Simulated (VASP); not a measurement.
An input for Ansatz (written as the equivalent of a VASP run, and not itself run):

Ansatz 0.2 input:
```yaml
crystal:
  lattice:
    - [0.0000000, 2.4757900, 2.4757900]
    - [2.4757900, 0.0000000, 2.4757900]
    - [2.4757900, 2.4757900, 0.0000000]
  atoms:
    - { symbol: Si, position: [0.0000000, 0.0000000, 0.0000000] }
    - { symbol: Ni, position: [0.5000000, 0.5000000, 0.5000000], spin: 2 }
kpoints:
  mp_grid: { grid: [11, 11, 11] }
hamiltonian:
  xc: r2scan
  pseudopotentials: { kind: paw }
magnetization: { spin_polarized: true }
scf:
  occupations: { method: methfessel_paxton, width: 0.1 }
  max_iter: 100
relax:
  max_steps: 60
  f_tol: 0.01
  cell: {}
output: { forces: true, stress: true, eigenvalues: true }
```

Problem. Translate this input to VASP (INCAR, KPOINTS, POSCAR, choice of POTCAR).

Solution. One answer among several that fit: 
INCAR:
```
ALGO = Normal
EDIFF = 1E-6
EDIFFG = -0.01
ENCUT = 400
IBRION = 2
ISIF = 3
ISMEAR = 1
ISPIN = 2
LASPH = .True.
LCHARG = .False.
LMAXMIX = 4
LMIXTAU = .True.
LORBIT = 10
LREAL = .False.
LWAVE = .False.
MAGMOM = 0.0 2.0
METAGGA = R2SCAN
NELM = 100
NSW = 60
PREC = Accurate
SIGMA = 0.1
SYSTEM = SiNi
```

File KPOINTS:
```
kpoints
0
gamma
 11 11 11
0 0 0
```

**POSCAR**
```
SiNi
1
    0.0000000000     2.4757900000     2.4757900000
    2.4757900000     0.0000000000     2.4757900000
    2.4757900000     2.4757900000     0.0000000000
Si Ni
1 1
Direct
  0.0000000000   0.0000000000   0.0000000000
  0.5000000000   0.5000000000   0.5000000000
```

POTCAR, in this order: Si Ni (PBE.64 set). Program: vasp_std.

What does not carry over: each code has its own PAW files, so the cut-off isn't converted (ENCUT is set for VASP's; basis.ecutwfc is left out, and Ansatz then takes the one that its files recommend); Ansatz stops its SCF on the density residual and VASP on the energy change (EDIFF).

The structure was generated: SiNi was put into the rocksalt type (Fm-3m), which need not be its known phase. This run relaxes it. Symmetry was kept, so distortions that lower it aren't found.
